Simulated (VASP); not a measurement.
Input for VASP

**POSCAR**
```
Pt3Ti
1
    3.9523819114     0.0000000000     0.0000000000
    0.0000000000     3.9523819114     0.0000000000
    0.0000000000     0.0000000000     3.9523819114
Ti Pt
1 3
Direct
  0.0000000000   0.0000000000   0.0000000000
  0.0000000000   0.5000000000   0.5000000000
  0.5000000000   0.0000000000   0.5000000000
  0.5000000000   0.5000000000   0.0000000000
```

**KPOINTS**
```
Automatic
0
gamma
  9 9 9
```

INCAR:
```
! general
SYSTEM    =  Pt3Ti
PREC      =  Accurate
ENCUT     =  520   ! plane-wave cut-off (eV)
LREAL     =  F
LASPH     =  T

! electronic loop
EDIFF     =  1E-7   ! SCF stop (eV)
NELM      =  100   ! most electronic steps
ALGO      =  Normal
LMAXMIX   =  6

! smearing
ISMEAR    =  -5

! functional
GGA       =  BO
LUSE_VDW  =  T
AGGAC     =  0.0
PARAM1    =  0.1833333333
PARAM2    =  0.22

! ions
ISIF      =  2   ! forces and stress, cell fixed

! output
LWAVE     =  F
LCHARG    =  T
LORBIT    =  11
NEDOS     =  601   ! DOS grid

! other
LEFG      =  T
```

POTCAR, in this order: Ti_sv Pt (PBE.64 set). Program: vasp_std.

Task: Write an equivalent input for Quantum ESPRESSO's pw.x.

Result: One equivalent input (not run):
```
&CONTROL
  calculation = 'scf'
  pseudo_dir = './pseudo'
  outdir = './out'
  tprnfor = .true.
  tstress = .true.
/
&SYSTEM
  ibrav = 0
  nat = 4
  ntyp = 2
  ecutwfc = 84
  occupations = 'tetrahedra'
  input_dft = 'vdw-df-obk8'
/
&ELECTRONS
  conv_thr = 7.3e-09
  electron_maxstep = 100
/
ATOMIC_SPECIES
  Ti 47.867 Ti.upf
  Pt 195.084 Pt.upf
CELL_PARAMETERS angstrom
     3.9523819    0.0000000    0.0000000
     0.0000000    3.9523819    0.0000000
     0.0000000    0.0000000    3.9523819
ATOMIC_POSITIONS crystal
  Ti   0.0000000  0.0000000  0.0000000
  Pt   0.0000000  0.5000000  0.5000000
  Pt   0.5000000  0.0000000  0.5000000
  Pt   0.5000000  0.5000000  0.0000000
K_POINTS automatic
  9 9 9 0 0 0
```
Limits of the translation: the potentials are each code's own (VASP's PAW set, PseudoDojo norm-conserving files in pw.x), so ENCUT and ecutwfc are chosen apart and not converted; conv_thr bounds pw.x's estimated SCF error, while EDIFF bounds the energy change between steps; the field gradients of LEFG aren't asked of the other code.

The compound is Pt3Ti in the L1_2 structure. It was relaxed first.
